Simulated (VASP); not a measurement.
Output of a VASP run:

File OSZICAR:
```
       N       E                     dE             d eps       ncg     rms          rms(c)
DAV:   1     0.356514748009E+03    0.35651E+03   -0.15854E+04  8080   0.622E+02
DAV:   2    -0.209624384585E+02   -0.37748E+03   -0.34845E+03  8432   0.213E+02
DAV:   3    -0.528583788360E+02   -0.31896E+02   -0.30646E+02 10456   0.590E+01
DAV:   4    -0.540718771171E+02   -0.12135E+01   -0.12075E+01  9664   0.956E+00
DAV:   5    -0.540849333379E+02   -0.13056E-01   -0.13055E-01  9400   0.969E-01    0.286E+01
DAV:   6    -0.447384471505E+02    0.93465E+01   -0.10105E+01 10888   0.252E+01    0.175E+01
DAV:   7    -0.443206441695E+02    0.41780E+00   -0.26334E+00  9800   0.738E+00    0.109E+01
DAV:   8    -0.444269540126E+02   -0.10631E+00   -0.10744E+00  9936   0.611E+00    0.477E+00
DAV:   9    -0.441857193117E+02    0.24123E+00   -0.41439E-01  9392   0.333E+00    0.111E+00
DAV:  10    -0.441825902690E+02    0.31290E-02   -0.18398E-02 10208   0.544E-01    0.730E-01
DAV:  11    -0.441777915079E+02    0.47988E-02   -0.64682E-03 10768   0.477E-01    0.181E-01
DAV:  12    -0.441777599650E+02    0.31543E-04   -0.65029E-04 10104   0.112E-01    0.293E-02
DAV:  13    -0.441777555877E+02    0.43773E-05   -0.58809E-05  9176   0.401E-02    0.116E-02
DAV:  14    -0.441777553993E+02    0.18832E-06   -0.36581E-06 10104   0.848E-03    0.769E-03
DAV:  15    -0.441777549883E+02    0.41100E-06   -0.12031E-06  9624   0.752E-03    0.128E-03
DAV:  16    -0.441777549901E+02   -0.17631E-08   -0.60311E-08  8336   0.720E-04
   1 F= -.44177755E+02 E0= -.44177755E+02  d E =-.177790E-86
 imaginary and real dielectric function
```

OUTCAR:
```
------------------------ aborting loop because EDIFF is reached ----------------------------------------
  FORCE on cell =-STRESS in cart. coord.  units (eV):
  Direction    XX          YY          ZZ          XY          YZ          ZX
  --------------------------------------------------------------------------------------
  Total       -0.0526588     -0.0526588     -0.0526588      0.0000000      0.0000000      0.0000000
  in kB       -1.4644606     -1.4644606     -1.4644606      0.0000000      0.0000000      0.0000000
  external PRESSURE =      -1.4644606 kB  Pullay stress =       0.0000000 kB
  volume of cell :       57.61
      direct lattice vectors                 reciprocal lattice vectors
     3.862199007  0.000000000  0.000000000     0.258919853  0.000000000  0.000000000
     0.000000000  3.862199007  0.000000000     0.000000000  0.258919853  0.000000000
     0.000000000  0.000000000  3.862199007     0.000000000  0.000000000  0.258919853
 POSITION                                       TOTAL-FORCE (eV/Angst)
 -----------------------------------------------------------------------------------
      0.00000      0.00000      0.00000         0.000000      0.000000      0.000000
      1.93110      1.93110      1.93110         0.000000      0.000000      0.000000
      1.93110      0.00000      1.93110         0.000000      0.000000      0.000000
      0.00000      1.93110      1.93110         0.000000      0.000000      0.000000
      1.93110      1.93110      0.00000         0.000000      0.000000      0.000000
 -----------------------------------------------------------------------------------
    total drift:                                0.000000      0.000000     -0.000000
  FREE ENERGIE OF THE ION-ELECTRON SYSTEM (eV)
  ---------------------------------------------------
  free  energy   TOTEN  =       -44.1777549901 eV

  energy  without entropy=      -44.1777549901  energy(sigma->0) =      -44.17775499

 plasma frequency squared (from intraband transitions) (eV^2)
  --------------------------------------------------------------------------------------
       0.000      -0.000      -0.000
      -0.000       0.000      -0.000
       0.000      -0.000       0.000

 plasma frequency squared (from interband transitions, int dw w eps(2)(w)) (eV^2)
  --------------------------------------------------------------------------------------
     695.967       0.000       0.000       0.000      -0.000       0.000
       0.000      -0.000     695.967       0.000       0.000       0.000
      -0.000      -0.000       0.000      -0.000     695.967       0.000
```
(Selected blocks of OUTCAR.)

POSCAR:
```
SrTiO3
1
    3.8621990070     0.0000000000     0.0000000000
    0.0000000000     3.8621990070     0.0000000000
    0.0000000000     0.0000000000     3.8621990070
Sr Ti O
1 1 3
Direct
  0.0000000000   0.0000000000   0.0000000000
  0.5000000000   0.5000000000   0.5000000000
  0.5000000000   0.0000000000   0.5000000000
  0.0000000000   0.5000000000   0.5000000000
  0.5000000000   0.5000000000   0.0000000000
```

Question: Reconstruct the remaining input files.

Answer: Several could match; the one computed here: the input of the run itself, LDA (Ceperley-Alder, Perdew-Zunger), plane waves, VASP's LDA PAW potentials (set 64).

### KPOINTS
```
Automatic mesh
0
Gamma
10 10 10
0 0 0
```

### INCAR
```
SYSTEM  =  SrTiO3
PREC  =  Accurate; ENCUT  =  520; LREAL  =  .FALSE.
LASPH  =  .TRUE.; NBANDS  =  72
EDIFF  =  1E-7; NELM  =  100; ALGO  =  Normal
LMAXMIX  =  4
ISMEAR  =  0; SIGMA  =  0.01
LWAVE  =  .FALSE.; LCHARG  =  .FALSE.; NEDOS  =  1001
LOPTICS  =  .TRUE.; CSHIFT  =  0.1
```

POTCAR, in this order: Sr_sv Ti_sv O (LDA.64 set). Program: vasp_std.

The dielectric response may not be converged in the k-mesh; for small gaps it tends to come out too large.

The compound is SrTiO3 in the cubic perovskite structure, the ideal cubic form; the compound distorts at low or room temperature. It was relaxed first.
